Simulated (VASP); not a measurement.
An input for Quantum ESPRESSO's pw.x (written as the equivalent of a VASP run, and not itself run):

```
&CONTROL
  calculation = 'scf'
  pseudo_dir = './pseudo'
  outdir = './out'
  tprnfor = .true.
  tstress = .true.
/
&SYSTEM
  ibrav = 0
  nat = 2
  ntyp = 2
  ecutwfc = 84
  occupations = 'smearing'
  smearing = 'fermi-dirac'
  degauss = 0.000735
  input_dft = 'pbesol'
/
&ELECTRONS
  conv_thr = 7.3e-08
  electron_maxstep = 100
/
ATOMIC_SPECIES
  Ba 137.327 Ba.upf
  O 15.999 O.upf
CELL_PARAMETERS angstrom
     0.0000000    2.7700000    2.7700000
     2.7700000    0.0000000    2.7700000
     2.7700000    2.7700000    0.0000000
ATOMIC_POSITIONS crystal
  Ba   0.0000000  0.0000000  0.0000000
  O    0.5000000  0.5000000  0.5000000
K_POINTS automatic
  8 8 8 0 0 0
```

Write the VASP files for the same calculation (PBEsol).

One answer among several that fit: 
POSCAR:
```
BaO
1
    0.0000000000     2.7700000000     2.7700000000
    2.7700000000     0.0000000000     2.7700000000
    2.7700000000     2.7700000000     0.0000000000
Ba O
1 1
Direct
  0.0000000000   0.0000000000   0.0000000000
  0.5000000000   0.5000000000   0.5000000000
```

### KPOINTS
```
Automatic mesh
0
G
  8 8 8
0 0 0
```

**INCAR**
```
SYSTEM = BaO
PREC = Accurate
ENCUT = 400
EDIFF = 1E-6
NELM = 100
ALGO = Normal
LREAL = .FALSE.
LASPH = .TRUE.
ISMEAR = -1
SIGMA = 0.01
GGA = PS
LMAXMIX = 4
LWAVE = .FALSE.
LCHARG = .FALSE.
ISIF = 2
```

POTCAR, in this order: Ba_sv O (PBE.64 set). Program: vasp_std.

Limits of the translation: the potentials are each code's own (VASP's PAW set, PseudoDojo norm-conserving files in pw.x), so ENCUT and ecutwfc are chosen apart and not converted; conv_thr bounds pw.x's estimated SCF error, while EDIFF bounds the energy change between steps.

The structure is a typed BaO crystal (Fm-3m). The cell was not relaxed at this level. The run is one of a series of settings (GGA = PS against the base run), some of them coarse on purpose.
